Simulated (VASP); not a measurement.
The system is Ta4NiO11.

```
Ta Ni O
1.0
     4.77089    0.00000    0.00513
     0.00000    5.82454    0.00000
    -1.98628    0.00000    7.25051
Ta Ni O
4 1 11
Direct
  0.61339 0.50000 0.76042
  0.38661 0.50000 0.23958
  0.16615 0.00000 0.79875
  0.83385 0.00000 0.20125
  0.50000 0.00000 0.50000
  0.33278 0.79913 0.65053
  0.66722 0.79913 0.34947
  0.90047 0.25786 0.80718
  0.09953 0.25786 0.19282
  0.66722 0.20087 0.34947
  0.33278 0.20087 0.65053
  0.09953 0.74214 0.19282
  0.90047 0.74214 0.80718
  0.50000 0.50000 0.00000
  0.50000 0.00000 0.00000
  0.50000 0.50000 0.50000
```

The cell was built by a generator and needn't be a form met in nature.

| Quantity | Value |
| --- | --- |
| Program | VASP 6.6.1 |
| Task | relaxation of cell and atoms |
| Functional | PBE |
| Dispersion | D2 |
| Potentials or basis | VASP PAW PBE potentials, release 64 (Ta_pv, Ni, O) |
| Cutoff | 600 eV |
| k mesh | 6 × 5 × 4 |
| Occupations | fermi-dirac, width 0.05 eV |
| Spin | collinear spin, ferromagnetic start |
| Starting moments | [0.0, 0.0, 0.0, 0.0, 1.0, 0.0, 0.0, 0.0, 0.0, 0.0, 0.0, 0.0, 0.0, 0.0, 0.0, 0.0] μB |

At the start: pressure -5.1 GPa; volume 12.60 Å³/atom.

Q: How do energy, volume and symmetry change on relaxing?

A: Over 18 steps the energy falls by 9.8 meV/atom and the volume is 12.13 Å³/atom (-3.7 %); space group P2/m (No. 10, to 0.05 Å); moment 0.00 μB per cell.

Step by step:
```
step  energy change (eV)  largest force (eV/Å)  pressure (GPa)  volume (Å³)
   1              0.0000                0.5026           -5.14       201.54
   2              0.0958                0.7930            9.31       189.97
   3             -0.0908                0.3890            0.39       196.67
   4             -0.1109                0.4167           -0.34       196.23
   5             -0.1114                0.3345           -0.24       196.29
   6             -0.1283                0.2751            0.11       195.57
   7             -0.1287                0.3618            0.18       195.44
   8             -0.1412                0.1444            0.03       195.19
   9             -0.1452                0.1626           -0.10       194.93
  10             -0.1495                0.1091           -0.03       194.74
  11             -0.1505                0.1476            0.03       194.58
  12             -0.1533                0.0938           -0.05       194.47
  13             -0.1536                0.1487           -0.07       194.44
  14             -0.1561                0.0533           -0.06       194.26
  15             -0.1568                0.0404           -0.04       194.11
  16             -0.1572                0.0293            0.06       194.02
  17             -0.1573                0.0491            0.12       193.97
  18             -0.1575                0.0142            0.00       194.05
```

Final structure:
```xyz
16
Lattice="4.6892 0.0000 -0.0727 0.0000 5.8082 0.0000 -2.0686 0.0000 7.1569" Properties=species:S:1:pos:R:3 pbc="T T T"
Ta    1.2773    2.9041    5.4156
Ta    1.3433    2.9041    1.6685
Ta   -0.9153    0.0000    5.6742
Ta    3.5359    0.0000    1.4100
Ni    1.3103    0.0000    3.5421
O     0.1814    4.6397    4.5844
O     2.4393    4.6397    2.4998
O     2.5545    1.5115    5.7502
O     0.0661    1.5115    1.3340
O     2.4393    1.1685    2.4998
O     0.1814    1.1685    4.5844
O     0.0661    4.2967    1.3340
O     2.5545    4.2967    5.7502
O     2.3446    2.9041   -0.0363
O     2.3446    0.0000   -0.0363
O     1.3103    2.9041    3.5421
```
